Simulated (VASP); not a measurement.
Calculation: PBE GGA, VASP's PBE PAW potentials (set 64) (plane waves; VASP).

Input for VASP

### KPOINTS
```
Automatic mesh
0
Gamma
16 16 16
0 0 0
```

INCAR:
```
SYSTEM = Cr
PREC = Accurate
ENCUT = 300
EDIFF = 1E-6
NELM = 100
ALGO = Normal
LREAL = .FALSE.
LASPH = .TRUE.
ISMEAR = 0
SIGMA = 0.2
GGA = PE
LMAXMIX = 4
LWAVE = .FALSE.
LCHARG = .FALSE.
ISIF = 2
ISPIN = 2
MAGMOM = 3.0
LORBIT = 11
```

**POSCAR**
```
Cr
2.90880
 -0.5000000000   0.5000000000   0.5000000000
  0.5000000000  -0.5000000000   0.5000000000
  0.5000000000   0.5000000000  -0.5000000000
Cr
1
Cart
  0.0000000000   0.0000000000   0.0000000000
```

POTCAR, in this order: Cr_pv (PBE.64 set). Program: vasp_std.

At this cut-off the stress carries a Pulay error, which pulls relaxed volumes low. The moments were started parallel, and other spin orders were not tried in this run.

### Question
Estimate the energy per atom (σ→0), cell moment, pressure, band gap (on the k-mesh).

### Answer

```
Item                                                         Value
------------------------  ----------------------------------------
energy per atom (σ→0)                               -9.486 eV/atom
cell moment                                                0.00 μB
band gap (on the k-mesh)  none (metal, semimetal or under 0.01 eV)
pressure                                               -156.8 kbar
```

OSZICAR:
```
...
DAV:   7    -0.948837740620E+01   -0.64115E-01   -0.21380E-01  7352   0.414E+00    0.218E+00
DAV:   8    -0.949482053735E+01   -0.64431E-02   -0.63162E-03  7284   0.116E+00    0.952E-01
DAV:   9    -0.949243003249E+01    0.23905E-02   -0.17335E-03  7384   0.547E-01    0.263E-01
DAV:  10    -0.949282446168E+01   -0.39443E-03   -0.42199E-04  7120   0.257E-01    0.538E-02
DAV:  11    -0.949284275050E+01   -0.18289E-04   -0.19225E-05  7612   0.427E-02    0.218E-02
DAV:  12    -0.949284407575E+01   -0.13253E-05   -0.17068E-06  5804   0.127E-02    0.105E-02
DAV:  13    -0.949284372109E+01    0.35466E-06   -0.52340E-07  4476   0.749E-03
   1 F= -.94928437E+01 E0= -.94861397E+01  d E =-.134080E-01  mag=     0.0000
```

The structure was generated: Cr was put into an ordered model structure, which need not be its known phase. The cell was not relaxed at this level.
